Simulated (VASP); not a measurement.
Method: PBE GGA with D3 dispersion (zero damping), VASP's PBE PAW potentials (set 64) (plane waves; VASP).

Input for VASP

File POSCAR:
```
CaF2
1.0
  0.0000000000   2.7434787767   2.7434787767
  2.7434787767   0.0000000000   2.7434787767
  2.7434787767   2.7434787767   0.0000000000
Ca F
1 2
Cartesian
  0.0000000000   0.0000000000   0.0000000000
  1.3717393883   1.3717393883   1.3717393883
  4.1152181650   4.1152181650   4.1152181650
```

File KPOINTS:
```
Automatic mesh
0
Gamma
8 8 8
0 0 0
```

INCAR:
```
ALGO=Normal
EDIFF=1E-7
ENCUT=520
GGA=PE
ISIF=2
ISMEAR=-5
IVDW=11
LASPH=.TRUE.
LCHARG=.TRUE.
LEFG=.TRUE.
LORBIT=11
LREAL=.FALSE.
LWAVE=.FALSE.
NEDOS=601
NELM=100
PREC=Accurate
SYSTEM=CaF2
```

POTCAR, in this order: Ca_sv F (PBE.64 set). Program: vasp_std.

Problem. Predict the energy per atom (σ→0), dispersion energy, band gap (on the k-mesh).

Solution. 
energy per atom (σ→0): -5.887 eV/atom
dispersion energy: -323 meV
band gap (on the k-mesh): 7.20 eV

**OSZICAR**
```
...
DAV:   9    -0.173358464822E+02   -0.43464E-02   -0.82500E-03  1208   0.721E-01    0.136E-01
DAV:  10    -0.173367394510E+02   -0.89297E-03   -0.14086E-03  1144   0.283E-01    0.344E-02
DAV:  11    -0.173367517619E+02   -0.12311E-04   -0.10581E-04  1264   0.939E-02    0.163E-02
DAV:  12    -0.173367583720E+02   -0.66101E-05   -0.22368E-05  1152   0.464E-02    0.310E-03
DAV:  13    -0.173367587892E+02   -0.41728E-06   -0.41318E-06  1408   0.165E-02    0.380E-03
DAV:  14    -0.173367583669E+02    0.42235E-06   -0.94239E-07  1112   0.916E-03    0.717E-04
DAV:  15    -0.173367583573E+02    0.96456E-08   -0.39660E-08   864   0.198E-03
   1 F= -.17660008E+02 E0= -.17660008E+02  d E =0.000000E+00
```

The compound is CaF2 in the fluorite structure. It was relaxed first.
